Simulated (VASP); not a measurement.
All values below come from r2SCAN meta-GGA, VASP's PBE PAW potentials (set 64) (plane waves; VASP).

VASP ran on this input.

KPOINTS:
```
K-points
0
gamma
 16 16 16
```

INCAR:
```
SIGMA  =  0.1   ! width (eV)
PSTRESS  =  200   ! kbar
ENCUT  =  480   ! plane-wave cut-off (eV)
NSW  =  40
METAGGA  =  R2SCAN
LMIXTAU  =  .TRUE.
EDIFF  =  1E-7   ! SCF stop (eV)
NELM  =  100   ! most electronic steps
LCHARG  =  .FALSE.
IBRION  =  2
LASPH  =  .TRUE.   ! aspherical one-centre terms
EDIFFG  =  -0.01   ! ionic stop
ISMEAR  =  1   ! Methfessel-Paxton
LMAXMIX  =  4   ! l cut-off of mixed one-centre charges
SYSTEM  =  V
LREAL  =  .FALSE.
ALGO  =  Normal   ! blocked Davidson
PREC  =  Accurate
ISIF  =  3
LWAVE  =  .FALSE.
```

### POSCAR
```
V
1
   -1.4890856504     1.4890856504     1.4890856504
    1.4890856504    -1.4890856504     1.4890856504
    1.4890856504     1.4890856504    -1.4890856504
V
1
Direct
  0.0000000000   0.0000000000   0.0000000000
```

POTCAR, in this order: V_sv (PBE.64 set). Program: vasp_std.

Energy and stress use the plane-wave basis of the starting cell.

Estimate the energy per atom (σ→0), volume per atom, band gap (on the k-mesh).

The energy per atom (σ→0) is -14.061 eV/atom and the band gap (on the k-mesh) is none (metal, semimetal or under 0.01 eV). The volume per atom is 12.20 Å^3/atom.

File OSZICAR:
```
...
DAV:   6    -0.140611883965E+02   -0.82989E-05   -0.44188E-06  2900   0.320E-02    0.254E-03
DAV:   7    -0.140611840197E+02    0.43768E-05   -0.87933E-07  2900   0.155E-02    0.430E-04
DAV:   8    -0.140611847552E+02   -0.73552E-06   -0.10495E-08  1462   0.173E-03    0.638E-05
DAV:   9    -0.140611844544E+02    0.30079E-06   -0.22616E-09  1454   0.876E-04    0.187E-04
DAV:  10    -0.140611848965E+02   -0.44209E-06   -0.13985E-09  1462   0.669E-04    0.372E-05
DAV:  11    -0.140611847607E+02    0.13579E-06   -0.10044E-10  1454   0.214E-04    0.613E-06
DAV:  12    -0.140611847886E+02   -0.27874E-07   -0.94588E-12  1456   0.524E-05
   4 F= -.12538877E+02 E0= -.12538612E+02  d E =-.614522E-01
```

The compound is V in the bcc structure. This run relaxes it under an external pressure of 20 GPa. Symmetry was kept, so distortions that lower it aren't found. The run is not spin-polarised, so no magnetic state was tried.
